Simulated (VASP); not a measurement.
```
PtB
1.0
    2.80739     0.00000     0.00000
    0.00000     2.80739     0.00000
    0.00000     0.00000     2.80739
Pt B
1 1
Direct
  0.00000   0.00000   0.00000
  0.50000   0.50000   0.50000
```

Computed with PBE GGA, VASP's PBE PAW potentials (set 64) (plane waves; VASP 6.6.1). Run with 520 eV cut-off, Gaussian smearing of 0.050 eV, potentials Pt B.

Q: Give the energies of bands 2 to 9 at the high-symmetry points, in eV from the Fermi level.

A: 
```json
[
 {"band": "2", "Γ": "-6.70", "X": "-8.86", "M": "-6.15", "R": "-8.21"},
 {"band": "3", "Γ": "-6.70", "X": "-6.08", "M": "-4.33", "R": "-8.21"},
 {"band": "4", "Γ": "-2.31", "X": "-4.87", "M": "-4.33", "R": "-3.09"},
 {"band": "5", "Γ": "-2.31", "X": "-4.87", "M": "-3.76", "R": "-0.66"},
 {"band": "6", "Γ": "-2.31", "X": "-2.09", "M": "-3.76", "R": "-0.66"},
 {"band": "7", "Γ": "1.46", "X": "-0.27", "M": "-0.78", "R": "4.58"},
 {"band": "8", "Γ": "1.46", "X": "6.13", "M": "2.37", "R": "4.58"},
 {"band": "9", "Γ": "1.46", "X": "6.13", "M": "3.58", "R": "4.58"}
]
```

It has no gap at this level: it comes out as a metal or semimetal.

The structure was generated: PtB was put into the CsCl type type (Pm-3m), which need not be its known phase. It was relaxed first, which changed the volume by -5 %. The electron count is odd and the run is not spin-polarised, which forces a metal.
